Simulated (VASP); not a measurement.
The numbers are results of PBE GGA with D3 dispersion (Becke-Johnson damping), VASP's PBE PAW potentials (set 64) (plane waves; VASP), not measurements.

The input files of a VASP run:

File POSCAR:
```
Li
1.0
 -1.6555417158   1.6555417158   1.6555417158
  1.6555417158  -1.6555417158   1.6555417158
  1.6555417158   1.6555417158  -1.6555417158
Li
1
Direct
  1.0000000000   1.0000000000   0.0000000000
```

### INCAR
```
SYSTEM = Li
PREC = Accurate
ENCUT = 520
EDIFF = 1E-6
NELM = 100
ALGO = Normal
LREAL = .FALSE.
LASPH = .TRUE.
ISMEAR = 1
SIGMA = 0.1
GGA = PE
IVDW = 12
LWAVE = .FALSE.
LCHARG = .FALSE.
IBRION = 2
ISIF = 3
NSW = 60
EDIFFG = -0.01
```

File KPOINTS:
```
Automatic mesh
0
Gamma
 14 14 14
```

POTCAR, in this order: Li_sv (PBE.64 set). Program: vasp_std.

Output of the run:

### OUTCAR
```
 ion  position               nearest neighbor table
   1  0.000  0.000  0.000-
  LATTYP: Found a body centered cubic cell.
 ALAT       =     3.3110834316
 Subroutine PRICEL returns:
 Original cell was already a primitive cell.
 Subroutine GETGRP returns: Found 48 space group operations
The static configuration has the point symmetry O_h .
The dynamic configuration has the point symmetry O_h .
 Subroutine INISYM returns: Found 48 space group operations
 Subroutine IBZKPT returns following result:
 Found    104 irreducible k-points:

 Following reciprocal coordinates:
            Coordinates               Weight
  0.000000  0.000000  0.000000      1.000000
  0.071429  0.000000  0.000000     12.000000
  0.142857  0.000000  0.000000     12.000000
  0.214286  0.000000  0.000000     12.000000
  0.285714  0.000000  0.000000     12.000000
  0.357143  0.000000  0.000000     12.000000
  0.428571  0.000000  0.000000     12.000000
  0.500000  0.000000  0.000000      6.000000
  0.071429  0.071429  0.000000     24.000000
  0.142857  0.071429  0.000000     48.000000
  0.214286  0.071429  0.000000     48.000000
  0.285714  0.071429 -0.000000     48.000000
  0.357143  0.071429  0.000000     48.000000
  0.428571  0.071429  0.000000     48.000000
  0.142857  0.142857  0.000000     24.000000
  0.214286  0.142857 -0.000000     48.000000
  0.285714  0.142857  0.000000     48.000000
  0.357143  0.142857  0.000000     48.000000
  0.428571  0.142857 -0.000000     24.000000
  0.214286  0.214286  0.000000     24.000000
  0.285714  0.214286  0.000000     48.000000
  0.357143  0.214286  0.000000     48.000000
  0.285714  0.285714  0.000000     24.000000
  0.357143  0.285714  0.000000     24.000000
  0.071429  0.071429  0.071429      8.000000
  0.142857  0.071429  0.071429     24.000000
  0.214286  0.071429  0.071429     24.000000
  0.285714  0.071429  0.071429     24.000000
  0.357143  0.071429  0.071429     24.000000
  0.428571  0.071429  0.071429     12.000000
 -0.071429  0.071429  0.071429      6.000000
  0.142857  0.142857  0.071429     24.000000
  0.214286  0.142857  0.071429     48.000000
  0.285714  0.142857  0.071429     48.000000
  0.357143  0.142857  0.071429     48.000000
 -0.142857  0.142857  0.071429     24.000000
  0.214286  0.214286  0.071429     24.000000
  0.285714  0.214286  0.071429     48.000000
  0.357143  0.214286  0.071429     24.000000
 -0.214286  0.214286  0.071429     24.000000
   k-points           NKPTS =    104   k-points in BZ     NKDIM =    104   number of bands    NBANDS=      5
   number of dos      NEDOS =    301   number of ions     NIONS =      1
   total plane-waves  NPLWV =  13824
   dimension x,y,z NGX =    24 NGY =   24 NGZ =   24
   dimension x,y,z NGXF=    48 NGYF=   48 NGZF=   48
   ions per type =               1
   PREC   = accura    normal or accurate (medium, high low for compatibility)
   ISTART =      0    job   : 0-new  1-cont  2-samecut
   ICHARG =      2    charge: 1-file 2-atom 10-const
   ISPIN  =      1    spin polarized calculation?
   LNONCOLLINEAR =      F non collinear calculations
   LSORBIT =      F    spin-orbit coupling
   INIWAV =      1    electr: 0-lowe 1-rand  2-diag
   ENCUT  =  520.0 eV  38.22 Ry    6.18 a.u.   5.33  5.33  5.33*2*pi/ulx,y,z
   NELM   =    100;   NELMIN=  2; NELMDL= -5     # of ELM steps
   EDIFF  = 0.1E-05   stopping-criterion for ELM
   LREAL  =      F    real-space projection
   NLSPLINE    = F    spline interpolate recip. space projectors
   LMAXMIX     =    2 max onsite mixed and CHGCAR
   VOSKOWN=      0    Vosko Wilk Nusair interpolation
...
```

File OSZICAR:
```
       N       E                     dE             d eps       ncg     rms          rms(c)
DAV:   1     0.524494580363E+00    0.52449E+00   -0.69484E+02  1080   0.410E+02
DAV:   2    -0.176904041218E+01   -0.22935E+01   -0.22503E+01  1470   0.583E+01
DAV:   3    -0.188981365171E+01   -0.12077E+00   -0.11668E+00  1310   0.878E+00
DAV:   4    -0.189180536789E+01   -0.19917E-02   -0.19880E-02  1370   0.116E+00
DAV:   5    -0.189182022028E+01   -0.14852E-04   -0.14852E-04  1295   0.945E-02    0.182E-01
DAV:   6    -0.189099649479E+01    0.82373E-03   -0.37877E-04  1655   0.106E-01    0.113E-01
DAV:   7    -0.189078680261E+01    0.20969E-03   -0.91303E-04  1635   0.185E-01    0.303E-02
DAV:   8    -0.189077966453E+01    0.71381E-05   -0.11677E-05  1100   0.415E-02    0.230E-03
DAV:   9    -0.189077633677E+01    0.33278E-05   -0.86955E-07   825   0.125E-02    0.432E-04
DAV:  10    -0.189077505872E+01    0.12781E-05   -0.20716E-07   550   0.563E-03    0.200E-04
DAV:  11    -0.189077516555E+01   -0.10683E-06   -0.49562E-08   525   0.323E-03
   1 F= -.20795644E+01 E0= -.20792733E+01  d E =-.207956E+01
       N       E                     dE             d eps       ncg     rms          rms(c)
DAV:   1    -0.189107592844E+01   -0.30087E-03   -0.17561E-04  1520   0.134E-01    0.274E-02
DAV:   2    -0.189107044519E+01    0.54832E-05   -0.14060E-05  1185   0.338E-02    0.173E-02
DAV:   3    -0.189107145021E+01   -0.10050E-05   -0.69733E-06  1890   0.164E-02    0.393E-03
DAV:   4    -0.189107131748E+01    0.13273E-06   -0.27745E-07   610   0.510E-03
   2 F= -.20795782E+01 E0= -.20792869E+01  d E =-.137631E-04
```

**OUTCAR**
```
------------------------ aborting loop because EDIFF is reached ----------------------------------------
 Edisp (eV)   -0.18851
  FORCE on cell =-STRESS in cart. coord.  units (eV):
  Direction    XX          YY          ZZ          XY          YZ          ZX
  --------------------------------------------------------------------------------------
  Total       0.00682     0.00682     0.00682    -0.00000    -0.00000    -0.00000
  in kB       0.60075     0.60075     0.60075    -0.00000    -0.00000    -0.00000
  external pressure =        0.60 kB  Pullay stress =        0.00 kB
  volume of cell :       18.18
      direct lattice vectors                 reciprocal lattice vectors
    -1.656363841  1.656363841  1.656363841     0.000000000  0.301866044  0.301866044
     1.656363841 -1.656363841  1.656363841     0.301866044  0.000000000  0.301866044
     1.656363841  1.656363841 -1.656363841     0.301866044  0.301866044  0.000000000
 POSITION                                       TOTAL-FORCE (eV/Angst)
 -----------------------------------------------------------------------------------
      0.00000     -0.00000      0.00000         0.000000      0.000000     -0.000000
 -----------------------------------------------------------------------------------
    total drift:                               -0.000000     -0.000000      0.000000
  FREE ENERGIE OF THE ION-ELECTRON SYSTEM (eV)
  ---------------------------------------------------
  free  energy   TOTEN  =        -2.0795782127 eV

  energy  without entropy=       -2.0787043620  energy(sigma->0) =       -2.07928693

 reached required accuracy - stopping structural energy minimisation
```
(Selected blocks of OUTCAR.)

**CONTCAR**
```
Li
   1.00000000000000
    -1.6563638414584660    1.6563638414584660    1.6563638414584660
     1.6563638414584660   -1.6563638414584660    1.6563638414584660
     1.6563638414584660    1.6563638414584660   -1.6563638414584660
  Li
     1
Direct
     0.0000000000000000    0.0000000000000000    0.0000000000000000
```

The compound is Li in the bcc structure. This run relaxes it. Symmetry was kept, so distortions that lower it aren't found. The start is the result of an earlier pass.
